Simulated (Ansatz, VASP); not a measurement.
# Cross-check of PtSe2 between VASP and Ansatz, part 2 of 2

Wanted: the spread between two codes on one cell, functional and k mesh. The cell is taken from a series of runs on this material, whose earlier steps may have relaxed, scaled, displaced or heated it; both programs get it as it stands.

VASP 6.6.1 and Ansatz 0.2.0.

So far: Starting point; Ansatz: zone-centre phonons, PBE.

## Step 3: VASP: zone-centre phonons, PBE

Level of this step: PBE; plane waves and PAW (Pt, Se) (VASP).

The same cell, functional, mesh and smearing now go to VASP, with its own data sets.

Lines of VASP's logs that name or quote its potential files are left out, and so is its time.

The input, INCAR:

```
SYSTEM = PtSe2
PREC = Accurate
ENCUT = 500
EDIFF = 1E-08
NELM = 120
ISMEAR = 1
SIGMA = 0.2
LREAL = .FALSE.
ALGO = Normal
GGA = PE
NBANDS = 17
LASPH = .TRUE.
LORBIT = 11
LWAVE = .FALSE.
LCHARG = .FALSE.
ISIF = 2
IBRION = 8
GGA_COMPAT = .FALSE.
NELMDL = -8
KPAR = 2
```

The input, POSCAR:

```
PtSe2
1.0
    3.5265827077      0.0000000000      0.0000000000
   -1.7632913538      3.0541102134      0.0000000000
    0.0000000000      0.0000000000     30.4600000000
Pt Se
1 2
Direct
    0.3333333333      0.6666666667      0.3282994091
    0.6666666666      0.3333333334      0.3788096985
    0.6666666666      0.3333333334      0.2777891197
```

The input, KPOINTS:

```
Automatic mesh
0
Gamma
15 15 1
0 0 0
```

PAW data sets: Pt and Se (PBE family, release 64).

The run is started by

```console
> mpirun -np 2 vasp_std
```

Numbers of over 12 decimals in the logs are rounded to 6 here.

Output:

```text
[banner, memory and clock lines left out]
running    2 mpi-ranks, on    1 nodes
 distrk:  each k-point on    1 cores,    2 groups
 distr:  one band on    1 cores,    1 groups

 POSCAR found type information on POSCAR PtSe
 POSCAR found :  2 types and       3 ions
 LDA part: xc-table for (Slater+PW92), standard interpolation
 POSCAR, INCAR and KPOINTS ok, starting setup
 FFT: planning ... GRIDC
 FFT: planning ... GRID_SOFT
 FFT: planning ... GRID
 WAVECAR not read
 entering main loop
       N       E                     dE             d eps       ncg     rms          rms(c)
DAV:   1     0.169937757808E+03    0.16994E+03   -0.67549E+03   918   0.885E+02
DAV:   2     0.515407632865E+01   -0.16478E+03   -0.15505E+03  1482   0.158E+02
DAV:   3    -0.131774633303E+02   -0.18332E+02   -0.18049E+02  1192   0.666E+01
DAV:   4    -0.134848117179E+02   -0.30735E+00   -0.30547E+00  1171   0.100E+01
DAV:   5    -0.134906292645E+02   -0.58175E-02   -0.58090E-02  1305   0.128E+00
DAV:   6    -0.134907876147E+02   -0.15835E-03   -0.15835E-03  1309   0.200E-01
DAV:   7    -0.134907928035E+02   -0.51887E-05   -0.51889E-05  1394   0.292E-02
DAV:   8    -0.134907928783E+02   -0.74860E-07   -0.74726E-07  1281   0.285E-03    0.133E+01
DAV:   9    -0.131068929273E+02    0.38390E+00   -0.36874E+00  1211   0.163E+01    0.852E+00
DAV:  10    -0.130369826377E+02    0.69910E-01   -0.19694E+00  1107   0.132E+01    0.353E+00
DAV:  11    -0.128943647096E+02    0.14262E+00   -0.35004E-01  1053   0.559E+00    0.414E-01
DAV:  12    -0.128950489275E+02   -0.68422E-03   -0.31400E-02  1142   0.119E+00    0.217E-01
DAV:  13    -0.128949286961E+02    0.12023E-03   -0.98780E-04  1204   0.229E-01    0.134E-01
DAV:  14    -0.128948694543E+02    0.59242E-04   -0.17810E-04  1197   0.938E-02    0.525E-02
[...]
DAV:  22    -0.128949393242E+02   -0.27632E-05   -0.10118E-07  1055   0.137E-03    0.241E-04
DAV:  23    -0.128949400961E+02   -0.77189E-06   -0.14343E-08   977   0.388E-04    0.110E-04
DAV:  24    -0.128949406054E+02   -0.50928E-06   -0.12056E-08   934   0.212E-04    0.105E-04
DAV:  25    -0.128949407401E+02   -0.13471E-06   -0.53409E-10  1012   0.148E-04    0.502E-05
DAV:  26    -0.128949408994E+02   -0.15934E-06   -0.73330E-10   945   0.934E-05    0.319E-05
DAV:  27    -0.128949409253E+02   -0.25910E-07    0.53938E-10   979   0.750E-05    0.298E-05
DAV:  28    -0.128949409671E+02   -0.41810E-07    0.57279E-10   910   0.425E-05    0.110E-05
DAV:  29    -0.128949409746E+02   -0.75111E-08    0.77414E-10   885   0.194E-05
   1 F= -.12894941E+02 E0= -.12898013E+02  d E =0.921519E-02
 Linear response reoptimize wavefunctions to high precision
DAV:   1    -0.128949409787E+02   -0.40141E-08    0.76426E-10   771   0.146E-05
DAV:   2    -0.128949409786E+02    0.60936E-10    0.79345E-10   952   0.372E-06
 Linear response DOF=           4
 Linear response progress:
  Degree of freedom:   1/  4
       N       E                     dE             d eps       ncg     rms          rms(c)
RMM:   1    -0.255808994946E+00   -0.25581E+00   -0.27579E-01  6902   0.326E+00
RMM:   2    -0.250409343360E+00    0.53997E-02   -0.71040E-03  5939   0.485E-01    0.182E-01
RMM:   3    -0.250436936097E+00   -0.27593E-04   -0.37908E-04  5915   0.115E-01    0.110E-01
RMM:   4    -0.251073927859E+00   -0.63699E-03   -0.55551E-04  6128   0.129E-01    0.228E-02
RMM:   5    -0.251047569068E+00    0.26359E-04   -0.33556E-05  6153   0.358E-02    0.844E-03
RMM:   6    -0.251050254276E+00   -0.26852E-05   -0.39732E-06  6306   0.110E-02    0.162E-03
RMM:   7    -0.251036412429E+00    0.13842E-04   -0.25248E-06  6548   0.512E-03    0.976E-04
RMM:   8    -0.251028380700E+00    0.80317E-05   -0.39778E-06  6394   0.156E-03    0.176E-04
RMM:   9    -0.251027069303E+00    0.13114E-05   -0.83831E-07  6911   0.427E-04    0.846E-05
RMM:  10    -0.251026384598E+00    0.68471E-06   -0.37151E-07  6666   0.168E-04    0.243E-05
RMM:  11    -0.251026706509E+00   -0.32191E-06   -0.15366E-07  7195   0.491E-05    0.150E-05
RMM:  12    -0.251026931613E+00   -0.22510E-06   -0.25868E-08  6791   0.274E-05    0.281E-06
RMM:  13    -0.251026984895E+00   -0.53282E-07   -0.14371E-08  7024   0.156E-05    0.156E-06
RMM:  14    -0.251026962086E+00    0.22809E-07   -0.20609E-09  6262   0.111E-05    0.309E-07
RMM:  15    -0.251026967062E+00   -0.49767E-08   -0.20572E-09  5149   0.988E-06    0.170E-07
 first order change of Fermi-energy  -0.13362E-04
 force on displaced ion       1 direction 1 :  -5.414  -0.001   0.000
 Linear response progress:
  Degree of freedom:   2/  4
       N       E                     dE             d eps       ncg     rms          rms(c)
RMM:   1    -0.295619887573E+00   -0.29562E+00   -0.26115E-01  1765   0.323E+00
RMM:   2    -0.288393931330E+00    0.72260E-02   -0.75834E-03  1460   0.547E-01    0.241E-01
RMM:   3    -0.288539275310E+00   -0.14534E-03   -0.14258E-03  1641   0.161E-01    0.160E-01
RMM:   4    -0.288227249328E+00    0.31203E-03   -0.75180E-04  1620   0.106E-01    0.110E-01
RMM:   5    -0.288567942620E+00   -0.34069E-03   -0.21420E-04  1615   0.786E-02    0.807E-03
RMM:   6    -0.288562427341E+00    0.55153E-05   -0.49845E-06  1619   0.132E-02    0.464E-03
RMM:   7    -0.288557289153E+00    0.51382E-05   -0.25099E-06  1604   0.812E-03    0.112E-03
RMM:   8    -0.288554187926E+00    0.31012E-05   -0.11303E-07  1598   0.239E-03    0.713E-04
RMM:   9    -0.288550441972E+00    0.37460E-05   -0.29279E-08  1641   0.107E-03    0.148E-04
RMM:  10    -0.288551147420E+00   -0.70545E-06   -0.25740E-08  1635   0.254E-04    0.102E-04
RMM:  11    -0.288551538145E+00   -0.39072E-06   -0.82276E-08  1651   0.254E-04    0.586E-05
RMM:  12    -0.288551697045E+00   -0.15890E-06   -0.31458E-07  1690   0.233E-04    0.396E-05
RMM:  13    -0.288551467345E+00    0.22970E-06   -0.57270E-07  1710   0.144E-04    0.178E-05
RMM:  14    -0.288551398377E+00    0.68968E-07   -0.42152E-07  1730   0.113E-04    0.135E-05
RMM:  15    -0.288551387078E+00    0.11299E-07   -0.96767E-08  1741   0.846E-05    0.580E-06
RMM:  16    -0.288551412693E+00   -0.25615E-07   -0.47243E-08  1695   0.334E-05    0.352E-06
RMM:  17    -0.288551448696E+00   -0.36002E-07   -0.89697E-08  1684   0.315E-05    0.282E-06
RMM:  18    -0.288551437588E+00    0.11108E-07   -0.59049E-08  1608   0.203E-05    0.930E-07
RMM:  19    -0.288551423763E+00    0.13825E-07   -0.15581E-08  1608   0.181E-05    0.991E-07
RMM:  20    -0.288551433370E+00   -0.96065E-08   -0.10677E-08  1501   0.149E-05    0.256E-07
 first order change of Fermi-energy   0.18255E-03
 force on displaced ion       1 direction 3 :   0.000  -0.000  -6.356
 Linear response progress:
  Degree of freedom:   3/  4
       N       E                     dE             d eps       ncg     rms          rms(c)
RMM:   1    -0.728541689751E-01   -0.72854E-01    0.47751E-02  9201   0.148E+00
RMM:   2    -0.721509787496E-01    0.70319E-03   -0.20154E-03  5921   0.231E-01    0.901E-02
RMM:   3    -0.721081347199E-01    0.42844E-04   -0.89527E-05  6233   0.509E-02    0.518E-02
RMM:   4    -0.721242741383E-01   -0.16139E-04   -0.25072E-05  6548   0.332E-02    0.756E-03
RMM:   5    -0.721332702876E-01   -0.89961E-05   -0.11386E-06  6817   0.697E-03    0.173E-03
RMM:   6    -0.721323947645E-01    0.87552E-06   -0.46751E-07  6951   0.201E-03    0.531E-04
RMM:   7    -0.721319982530E-01    0.39651E-06   -0.18851E-07  6920   0.592E-04    0.328E-04
RMM:   8    -0.721318349054E-01    0.16335E-06   -0.32959E-09  6927   0.296E-04    0.747E-05
RMM:   9    -0.721318833921E-01   -0.48487E-07   -0.13616E-07  6986   0.105E-04    0.312E-05
RMM:  10    -0.721319174264E-01   -0.34034E-07   -0.26697E-08  7048   0.462E-05    0.136E-05
RMM:  11    -0.721319411790E-01   -0.23753E-07   -0.25879E-08  6872   0.284E-05    0.428E-06
RMM:  12    -0.721319479425E-01   -0.67636E-08   -0.13385E-08  7062   0.167E-05    0.175E-06
 first order change of Fermi-energy   0.40751E-04
 force on displaced ion       2 direction 1 :  -2.976  -0.001  -0.000
 Linear response progress:
  Degree of freedom:   4/  4
       N       E                     dE             d eps       ncg     rms          rms(c)
RMM:   1    -0.119971260546E+00   -0.11997E+00    0.56189E-02  2021   0.147E+00
RMM:   2    -0.119047796422E+00    0.92346E-03   -0.21396E-03  1471   0.256E-01    0.222E-01
RMM:   3    -0.118879517628E+00    0.16828E-03   -0.36097E-04  1625   0.826E-02    0.134E-01
RMM:   4    -0.118944896325E+00   -0.65379E-04   -0.65853E-04  1679   0.998E-02    0.992E-02
RMM:   5    -0.118660016750E+00    0.28488E-03   -0.16862E-04  1640   0.522E-02    0.799E-03
RMM:   6    -0.118674245626E+00   -0.14229E-04   -0.48985E-06  1603   0.127E-02    0.363E-03
RMM:   7    -0.118676453232E+00   -0.22076E-05   -0.61229E-07  1643   0.417E-03    0.178E-03
RMM:   8    -0.118678701657E+00   -0.22484E-05   -0.15671E-07  1636   0.191E-03    0.622E-04
RMM:   9    -0.118679138565E+00   -0.43691E-06   -0.55850E-08  1643   0.830E-04    0.202E-04
RMM:  10    -0.118680061549E+00   -0.92298E-06   -0.66055E-09  1659   0.279E-04    0.129E-04
RMM:  11    -0.118682250856E+00   -0.21893E-05    0.18793E-08  1630   0.443E-04    0.748E-05
RMM:  12    -0.118683093579E+00   -0.84272E-06    0.18962E-07  1691   0.231E-04    0.575E-05
RMM:  13    -0.118683619818E+00   -0.52624E-06   -0.42520E-07  1680   0.143E-04    0.233E-05
RMM:  14    -0.118683712067E+00   -0.92248E-07   -0.65808E-09  1722   0.985E-05    0.125E-05
RMM:  15    -0.118683746480E+00   -0.34414E-07   -0.10568E-07  1721   0.585E-05    0.712E-06
RMM:  16    -0.118683780750E+00   -0.34270E-07    0.99809E-08  1738   0.466E-05    0.339E-06
RMM:  17    -0.118683788829E+00   -0.80790E-08   -0.50536E-08  1669   0.312E-05    0.190E-06
 first order change of Fermi-energy  -0.67301E+00
 force on displaced ion       2 direction 3 :   0.000  -0.000  -7.134
 Linear response finished
```

From OUTCAR (step 3):

```text
ion  position               nearest neighbor table
   1  0.333  0.667  0.328-   3 2.55   2 2.55   3 2.55   2 2.55   3 2.55   2 2.55
   2  0.667  0.333  0.379-   1 2.55   1 2.55   1 2.55
   3  0.667  0.333  0.278-   1 2.55   1 2.55   1 2.55

  LATTYP: Found a hexagonal cell.
 ALAT       =     3.5265827077
 C/A-ratio  =     8.6372566659

 Subroutine GETGRP returns: Found 12 space group operations
 (whereof  6 operations were pure point group operations)

The static configuration has the point symmetry C_3v.
 The point group associated with its full space group is D_3h.

 Found     27 irreducible k-points:

   k-points           NKPTS =     27   k-points in BZ     NKDIM =     27   number of bands    NBANDS=     17

   dimension x,y,z NGX =    28 NGY =   28 NGZ =  224
   dimension x,y,z NGXF=    56 NGYF=   56 NGZF=  448

   ENCUT  =  500.0 eV  36.75 Ry    6.06 a.u.   6.43  6.43 55.54*2*pi/ulx,y,z

   NELECT =      22.0000    total number of electrons

 k-points in reciprocal lattice and weights: Automatic mesh
   0.00000000  0.00000000  0.00000000       0.004
   0.06666667  0.00000000  0.00000000       0.027
   0.13333333  0.00000000  0.00000000       0.027
   0.20000000  0.00000000  0.00000000       0.027
   0.26666667  0.00000000  0.00000000       0.027
   0.33333333  0.00000000  0.00000000       0.027
   0.40000000  0.00000000  0.00000000       0.027
   0.46666667  0.00000000  0.00000000       0.027
   0.06666667  0.06666667  0.00000000       0.027
[...]
0.33333333  0.26666667  0.00000000       0.053
   0.33333333  0.33333333  0.00000000       0.009

 average (electrostatic) potential at core
       1 -77.3011       2 -61.9715       3 -61.9715

  Total        1.2908636      1.2908636     -0.0093730      0.0000000     -0.0000000      0.0000000
  in kB        6.3040878      6.3040878     -0.0457741      0.0000000     -0.0000000      0.0000000
  external PRESSURE =       4.1874672 kB  Pullay stress =       0.0000000 kB

  energy-cutoff  :      500.00
  volume of cell :      328.07
      direct lattice vectors                 reciprocal lattice vectors
     3.526582708  0.000000000  0.000000000     0.283560626  0.163713804  0.000000000
    -1.763291354  3.054110213  0.000000000     0.000000000  0.327427607  0.000000000
     0.000000000  0.000000000 30.460000000     0.000000000  0.000000000  0.032829941

 POSITION                                       TOTAL-FORCE (eV/Angst)
 -----------------------------------------------------------------------------------
     -0.00000      2.03607     10.00000        -0.000000      0.000000     -0.000000
      1.76329      1.01804     11.53854         0.000000     -0.000000      0.001377
      1.76329      1.01804      8.46146         0.000000      0.000000     -0.001377
 -----------------------------------------------------------------------------------
    total drift:                                0.000001     -0.000000      0.000002

 Eigenvectors and eigenvalues of the dynamical matrix
 ----------------------------------------------------

   1 f  =    5.857735 THz    36.805234 2PiTHz  195.393007 cm-1    24.225634 meV
             X         Y         Z           dx          dy          dz
     -0.000000  2.036073 10.000000     0.000000    0.000000    0.000000
      1.763291  1.018037 11.538543     0.000000   -0.000000   -0.707107
      1.763291  1.018037  8.461457    -0.000000   -0.000000    0.707107

   2 f  =    4.220640 THz    26.519060 2PiTHz  140.785381 cm-1    17.455155 meV
             X         Y         Z           dx          dy          dz
     -0.000000  2.036073 10.000000     0.000000    0.000000    0.668599
      1.763291  1.018037 11.538543    -0.000000   -0.000000   -0.525821
      1.763291  1.018037  8.461457    -0.000000   -0.000000   -0.525821

   3 f  =    3.893036 THz    24.460664 2PiTHz  129.857689 cm-1    16.100294 meV
             X         Y         Z           dx          dy          dz
     -0.000000  2.036073 10.000000     0.537109    0.398770   -0.000000
      1.763291  1.018037 11.538543    -0.422001   -0.313310    0.000000
      1.763291  1.018037  8.461457    -0.422001   -0.313310    0.000000

   4 f  =    3.893036 THz    24.460664 2PiTHz  129.857689 cm-1    16.100294 meV
             X         Y         Z           dx          dy          dz
     -0.000000  2.036073 10.000000    -0.398770    0.537109   -0.000000
      1.763291  1.018037 11.538543     0.313310   -0.422001   -0.000000
      1.763291  1.018037  8.461457     0.313310   -0.422001   -0.000000

   5 f  =    3.169806 THz    19.916481 2PiTHz  105.733359 cm-1    13.109260 meV
             X         Y         Z           dx          dy          dz
     -0.000000  2.036073 10.000000     0.000000    0.000000    0.000000
      1.763291  1.018037 11.538543    -0.567735   -0.421518   -0.000000
      1.763291  1.018037  8.461457     0.567735    0.421518   -0.000000

   6 f  =    3.169806 THz    19.916481 2PiTHz  105.733359 cm-1    13.109260 meV
             X         Y         Z           dx          dy          dz
     -0.000000  2.036073 10.000000     0.000000    0.000000    0.000000
      1.763291  1.018037 11.538543     0.421518   -0.567735    0.000000
      1.763291  1.018037  8.461457    -0.421518    0.567735    0.000000

   7 f/i=    0.000542 THz     0.003408 2PiTHz    0.018094 cm-1     0.002243 meV
             X         Y         Z           dx          dy          dz
     -0.000000  2.036073 10.000000    -0.611240   -0.422944    0.000000
      1.763291  1.018037 11.538543    -0.388983   -0.269154    0.000000
      1.763291  1.018037  8.461457    -0.388983   -0.269154    0.000000

   8 f/i=    0.000542 THz     0.003408 2PiTHz    0.018094 cm-1     0.002243 meV
             X         Y         Z           dx          dy          dz
     -0.000000  2.036073 10.000000    -0.422944    0.611240    0.000000
      1.763291  1.018037 11.538543    -0.269154    0.388983    0.000000
      1.763291  1.018037  8.461457    -0.269154    0.388983    0.000000

   9 f/i=    0.001444 THz     0.009073 2PiTHz    0.048167 cm-1     0.005972 meV
             X         Y         Z           dx          dy          dz
     -0.000000  2.036073 10.000000    -0.000000    0.000000   -0.743623
      1.763291  1.018037 11.538543    -0.000000    0.000000   -0.472771
      1.763291  1.018037  8.461457    -0.000000    0.000000   -0.472771

 ELASTIC MODULI CONTR FROM IONIC RELAXATION (kBar)
 Direction    XX          YY          ZZ          XY          YZ          ZX
 --------------------------------------------------------------------------------
 XX        -159.0643    -89.0317   -178.2344     -0.0000      0.0000      0.0000
 YY         -89.0317   -159.0643   -178.2344     -0.0000     -0.0000     -0.0000
 ZZ        -178.2344   -178.2344   -256.0904     -0.0000      0.0000     -0.0000
 XY          -0.0000     -0.0000     -0.0000    -35.0163      0.0000     -0.0000
 YZ           0.0000     -0.0000      0.0000      0.0000    -69.3793     -0.0000
 ZX           0.0000     -0.0000     -0.0000     -0.0000     -0.0000    -75.0841
 --------------------------------------------------------------------------------
```

## Step 4: Comparison

Known differences besides the potentials themselves: Ansatz cuts the interaction across the vacuum, VASP repeats the sheet without a dipole correction; the data sets hold 50 valence electrons in Ansatz (on its PAW soft_1 files) and 22 in VASP; the cutoff is 420 eV in Ansatz and 500 eV in VASP. Total energies have different zeros and are not compared.

Both answers:

| quantity | Ansatz | VASP | difference |
| --- | --- | --- | --- |
| optical mode 1 to 2 (cm⁻¹) | 104.3 | 105.7 | -1.35 % |
| optical mode 3 to 4 (cm⁻¹) | 128.7 | 129.9 | -0.87 % |
| optical mode 5 (cm⁻¹) | 139.3 | 140.8 | -1.02 % |
| optical mode 6 (cm⁻¹) | 194.9 | 195.4 | -0.23 % |

Modes are paired by rising frequency, not by their patterns, so a pair may set unlike modes beside each other; they are those without the splitting of longitudinal modes. Where the cell holds vacuum, a pressure given here is an average over it and none of the material.

## Step 5: What came out

```json
{
 "r.m.s. difference of the optical zone-centre modes, each program's sorted by frequency (zone-centre phonons, PBE)": "1.2 cm⁻¹",
 "difference in optical mode 1 to 2 (zone-centre phonons, PBE)": "-1.3 %"
}
```

**Reading.** The r.m.s. difference of the optical zone-centre modes, each program's sorted by frequency is 1.2 cm⁻¹ (zone-centre phonons, PBE). The data sets hold unlike numbers of valence electrons (50 in Ansatz and 22 in VASP), so part of the differences may come from the potentials. Among the rows given in per cent, the largest difference of the zone-centre phonons, PBE pair is in optical mode 1 to 2, -1.3 %. How closely two codes agree says nothing of how well the functional describes the real material.

[Lines on the potential files, build, host, timing and source positions are cut from VASP's logs without a mark.]

[Logs are printed without paths, hosts, clocks, repeated set-up lines and the standing remarks that a program may print on its own settings, such as how far it seeks lower states.]

[Hosts, paths, dates, database ids (printed as entryN), source tags and the programs' standing remarks are cut or masked in the printed files.]
